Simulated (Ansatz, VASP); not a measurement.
# K2Pt in two plane-wave programs, part 2 of 2

Aim: how closely do two programs agree when they are given the same cell, functional and k mesh? The cell is taken from a series of runs on this material, whose earlier steps may have relaxed, scaled, displaced or heated it; both programs get it as it stands.

VASP 6.6.1 and Ansatz 0.2.0.

So far: The starting structure; VASP: relaxation of cell and atoms, PBEsol.

**3. Ansatz: relaxation of cell and atoms, PBEsol**

Level of this step: Ansatz beside VASP: Kohn-Sham DFT, plane waves, PBEsol (Ansatz).

Ansatz runs on its PAW soft_1 files.

The same cell, functional and mesh now go to Ansatz, which takes its cutoff from its data sets.

Contents of input.yaml:

```yaml
crystal:
  lattice:
    - [0.0, 3.7363508026, 3.7363508026]
    - [3.7363508026, 0.0, 3.7363508026]
    - [3.7363508026, 3.7363508026, 0.0]
  atoms:
    - { symbol: K, position: [0.75, 0.75, 0.75] }
    - { symbol: K, position: [0.25, 0.25, 0.25] }
    - { symbol: Pt, position: [0.0, 0.0, 0.0] }
kpoints:
  mp_grid: { grid: [8, 8, 8] }
hamiltonian:
  xc: pbesol
  pseudopotentials: { kind: paw, azcp: { folder: soft_1 }, xc_functional: pbe }
scf:
  occupations: { method: fixed }
output:
  forces: true
  stress: true
  eigenvalues: true
relax:
  adjacent_minimum: "off"
  f_tol: 0.001
  max_steps: 60
  cell: { stress_tol: 0.01 }
```

The run is started by

```bash
$ ansatz run input.yaml --threads 4 --pin off --max-ram 10240MiB --backend cpu --events-out ev --progress --plain --runs-dir out
```

Numbers of over 12 decimals in the logs are rounded to 6 here.

The log of the run:

```text
Engine: ansatz 0.2.0, aarch64-unknown-linux-gnu
Pseudopotentials: kind: paw
Pseudopotential: K, paw, valence charge 9, recommended cutoff 420 eV (normal), soft_1/K.paw.azcp
Pseudopotential: Pt, paw, valence charge 18, recommended cutoff 420 eV (normal), soft_1/Pt.paw.azcp
Functional definition: PBEsol
  exchange = pbesol_x
  correlation = pbesol_c
Crystal: 3 atoms, lattice volume = 104.321 Å³
Basis set: ecut = 420 eV, 2085 PW (Γ), exchange–correlation on 72×72×72 points (8 copies of the dense FFT grid, shifted against one another)
Bands: 22, of which v1, the nominal top of the filled ones, is band 18 counted from 1 (17 counted from 0)
Symmetry: 48 space group operations
Space group: Fm-3m (ITA 225), of the structure as read, at distance tolerance 4.7e-5 Å
k-points: 29 of 512
Non-local potential: K, projectors of the file, l = 0: 3, l = 1: 2, l = 2: 2
Non-local potential: Pt, projectors of the file, l = 0: 3, l = 1: 2, l = 2: 2, l = 3: 1
PAW form: soft (Blöchl's): semilocal exchange-correlation on the pseudo side does not see the compensation charge
PAW frozen core: K, regenerated for the run's functional, and the local potential with it (the file was generated under x = pbe(κ = 0.804, μ = 0.219515), c = pbe(β = 0.066725))
PAW frozen core: Pt, regenerated for the run's functional, and the local potential with it (the file was generated under x = pbe(κ = 0.804, μ = 0.219515), c = pbe(β = 0.066725))
PAW one-centre angular grid: K, 110 points (default); XC on 64 Gauss nodes
PAW one-centre angular grid: Pt, 590 points (default); XC on 64 Gauss nodes
Initial density: superposition of atomic densities (chi_scale 0.1, normalization cell, long waves kept (reshape's long-wave potential 0.00 eV rms))
Initial wavefunctions: pseudopotential atomic-orbital guess
Functional: x = pbesol(κ = 0.804, μ = 0.123457), c = pbesol(β = 0.046)
SCF iter   1: F=—  HF=-15421.273394 eV  |F-HF|=—  |Δ(HF+E_count)|=         —  Δρ=1.37e-1  dr2=3.93e1  ethr=3.10e-3  ⟨swp⟩=4.6  Hψ=2541  notcnv=0  defer=43
preconditioner: auto → none  [insulator: Δε(μ)=0.005 eV  Ē_g=10.396 eV  n_scr=14 (ndim 8)  ℏωp=17.8 eV  f_vac=0.012  ε∞_Penn≈3.9]
SCF iter   2: F=—  HF=-15433.326840 eV  |F-HF|=—  |Δ(HF+E_count)|=    1.21e1  Δρ=1.60e-1  dr2=4.82e1  ethr=3.10e-3  ⟨swp⟩=4.0  Hψ=1868  notcnv=0  defer=41
SCF iter   3: F=—  HF=-15419.573736 eV  |F-HF|=—  |Δ(HF+E_count)|=    1.38e1  Δρ=6.39e-2  dr2=9.76e0  ethr=3.10e-3  ⟨swp⟩=3.0  Hψ=1768  notcnv=0  defer=29
SCF iter   4: F=—  HF=-15417.087281 eV  |F-HF|=—  |Δ(HF+E_count)|=    2.49e0  Δρ=1.19e-2  dr2=4.83e-1  ethr=3.10e-3  ⟨swp⟩=3.0  Hψ=1680  notcnv=0  defer=44
SCF iter   5: F=—  HF=-15417.034982 eV  |F-HF|=—  |Δ(HF+E_count)|=   5.23e-2  Δρ=9.32e-3  dr2=2.01e-1  ethr=1.34e-3  ⟨swp⟩=2.0  Hψ=937  notcnv=0  defer=49
SCF iter   6: F=—  HF=-15416.994731 eV  |F-HF|=—  |Δ(HF+E_count)|=   4.03e-2  Δρ=3.16e-4  dr2=2.72e-4  ethr=5.57e-4  ⟨swp⟩=2.0  Hψ=878  notcnv=0  defer=49
SCF iter   7: F=—  HF=-15416.994626 eV  |F-HF|=—  |Δ(HF+E_count)|=   1.05e-4  Δρ=4.72e-5  dr2=2.51e-6  ethr=7.57e-7  ⟨swp⟩=2.2  Hψ=1252  notcnv=0  defer=49
SCF iter   8: F=—  HF=-15416.994634 eV  |F-HF|=—  |Δ(HF+E_count)|=   7.18e-6  Δρ=3.33e-5  dr2=2.64e-6  ethr=6.97e-9  ⟨swp⟩=2.0  Hψ=1047  notcnv=0  defer=17
SCF iter   9: F=-15416.994633 eV  HF=-15416.994633 eV  |F-HF|=2.23e-9  |Δ(HF+E_count)|=   5.27e-7  Δρ=2.31e-6  dr2=4.02e-9  ethr=2.78e-10  ⟨swp⟩=5.7  Hψ=3130  notcnv=0
SCF 1 converged in 9 iterations: F = -15416.994633 eV  dr2 = 4.02e-9
  greatest PAW one-centre occupation: 1.000 electrons in one spin orbital (limit 2), on the Pt atom at site 2 (counted from 0), in its partial waves of l = 0
relax step   1: F+E_penalty+E_count = -15416.99463307 eV  Δ(F+E_penalty+E_count) = +0.000e0 eV  max|allowed force component| = 1.156e-17 eV/Å  Δτ_max = 0.0000 Å  P = +0.021 GPa  Ω = 104.321 Å³  (9 SCF iters, dr2 threshold 1.00e-7 eV, accepted)
[...]
relax step   2: F+E_penalty+E_count = -15416.99463634 eV  Δ(F+E_penalty+E_count) = -3.273e-6 eV  max|allowed force component| = 5.705e-17 eV/Å  Δτ_max = 0.0000 Å  P = +0.011 GPa  Ω = 104.386 Å³  energy of the carried Pulay correction = -3.172e-6 eV  (5 SCF iters, dr2 threshold 1.12e-9 eV, accepted)
[...]
relax step   3: F+E_penalty+E_count = -15416.99463532 eV  Δ(F+E_penalty+E_count) = +1.024e-6 eV  max|allowed force component| = 7.016e-17 eV/Å  Δτ_max = 0.0000 Å  P = +0.000 GPa  Ω = 104.453 Å³  energy of the carried Pulay correction = -6.452e-6 eV  (5 SCF iters, dr2 threshold 2.90e-10 eV, accepted)
[...]
relax step   4: F+E_penalty+E_count = -15416.99463856 eV  Δ(F+E_penalty+E_count) = -3.240e-6 eV  max|allowed force component| = 6.014e-17 eV/Å  Δτ_max = 0.0000 Å  P = +0.000 GPa  Ω = 104.453 Å³  stress off target by 6.65e-5 GPa  SCF on the basis re-selected at this cell (its energy is not comparable with the rows above)  (5 SCF iters)
basis re-selected at this cell: Δ(F+E_penalty+E_count) = -3.240e-6 eV, ΔP = +0.000 GPa vs the last step (what re-selecting the basis moved, of the pressure what is left beyond the Pulay correction that the steps carried, after the strain that the cell walked since its last selection, with what the two solves' SCF thresholds leave and, on support functions, any second-order correction that the steps lacked; it is no m [...]
SCF converged after 5 iterations
Free energy (F): -15416.994639 eV
Harris-Foulkes:  -15416.994639 eV  (|F-HF|=3.64e-12)
Internal energy: -15416.994639 eV  (E = F + TS)
E sigma→0 (E₀):  -15416.994639 eV
Fermi energy:    4.747675 eV
--- Per-component energies (eV) ---
  E_band       = -594.268240
  E_kinetic    = 1113.411494
  E_local      = -4200.634565  (includes V_loc(G=0)·N_el)
  E_nonlocal   = 236.883907
  E_hartree    = 1619.548984
  E_xc         = -497.920386
  E_vxc        = -598.386958  (∫ρ·V_xc dr)
  E_paw        = -10872.327145  (= ΣΔE_a)
  E_vpaw       = -384.641211  (= ΣTr[D̂ρ^β])
  E_aug_tail   = 0.001091  (compensation charges beyond the density's cutoff)
  E_ewald      = -2816.460820
  E_core_change = 0.502802  (= ΣΔE_core)
  E_smearing   = -0.000000  (= −TS)
  E_closure    = 0.000000  (closes the sum)
  Σ components = -15416.994639   (vs F -15416.994639, Δ=0.00e0)
--- Forces (eV/Å), atoms counted from 1 ---
  atom   1  K      0.00000000     0.00000000     0.00000000
  atom   2  K     -0.00000000    -0.00000000    -0.00000000
  atom   3  Pt    -0.00000000     0.00000000    -0.00000000
  max |Σ_I F_I| component: 1.62e-17 eV/Å
--- Stress (GPa, compression-positive) ---
        0.000066       0.000000       0.000000
        0.000000       0.000066       0.000000
        0.000000       0.000000       0.000066
  P = ⅓ Tr σ = 0.0001 GPa (0.001 kbar)
--- Band table (eV; the first three rows and the last of 29) ---
  k-point 0: bands = [... 14 lower, 4.5373, 4.6980, 4.6980, 4.6980, 8.3006, 8.3006, 8.3006, 10.4306]
  k-point 1: bands = [... 14 lower, 4.5455, 4.6754, 4.6949, 4.6949, 7.8466, 8.3915, 8.3915, 10.7321]
  k-point 2: bands = [... 14 lower, 4.5656, 4.6275, 4.6878, 4.6878, 7.1063, 8.6251, 8.6251, 10.7464]
  k-point 28: bands = [... 14 lower, 4.5100, 4.5100, 4.6828, 4.6957, 7.4531, 7.4531, 8.0381, 9.9287]
--- Relaxed structure (3 steps of the walk, 3 accepted, 1 SCFs on fresh bases) ---
  F+E_penalty+E_count = -15416.99463856 eV   max|allowed force component| = 6.014e-17 eV/Å   (the final SCF, on the basis selected at the relaxed cell)
  cell:  # Å, volume = 104.4527 Å³
    - [0, 3.737920, 3.737920]
    - [3.737920, 0, 3.737920]
    - [3.737920, 3.737920, 0]
  atoms:
    - { symbol: K, position: [0.75, 0.75, 0.75] }
    - { symbol: K, position: [0.25, 0.25, 0.25] }
    - { symbol: Pt, position: [0, 0, 0] }
```

**4. Comparison**

Known differences besides the potentials themselves: fixed occupations in Ansatz, narrow Gaussian smearing in VASP; the data sets hold 36 valence electrons in Ansatz (on its PAW soft_1 files) and 28 in VASP; the cutoff is 420 eV in Ansatz and 500 eV in VASP; Ansatz makes its cores anew for this functional, VASP keeps those of its PBE data sets; Ansatz adds a Pulay correction to the stress that steers its cell, VASP none. Total energies have different zeros and are not compared.

Both answers:

```
                                         quantity  Ansatz    VASP  difference
                                      volume (Å³)  104.45  104.74     -0.27 %
edge a after relaxation, in the typed setting (Å)   5.286   5.291     -0.09 %
```

**5. What came out**

| Item | Value |
| --- | --- |
| difference in volume (relaxation of cell and atoms, PBEsol) | -0.27 % |

The difference in volume is -0.27 % (relaxation of cell and atoms, PBEsol), within the 1.2 % picked in this series as the mark of a large difference, as far as the stopping tolerances let one tell. The data sets hold unlike numbers of valence electrons (36 in Ansatz and 28 in VASP), so part of the differences comes from the potentials. Such differences can come from data sets, numerical settings and the points named under the comparisons, not from the functional's error against experiment.

[Lines on the potential files, build, host, timing and source positions are cut from VASP's logs without a mark.]

[Logs are printed without paths, hosts, clocks, repeated set-up lines and the standing remarks that a program may print on its own settings, such as how far it seeks lower states.]

[Hosts, paths, dates, database ids (printed as entryN), source tags and the programs' standing remarks are cut or masked in the printed files.]
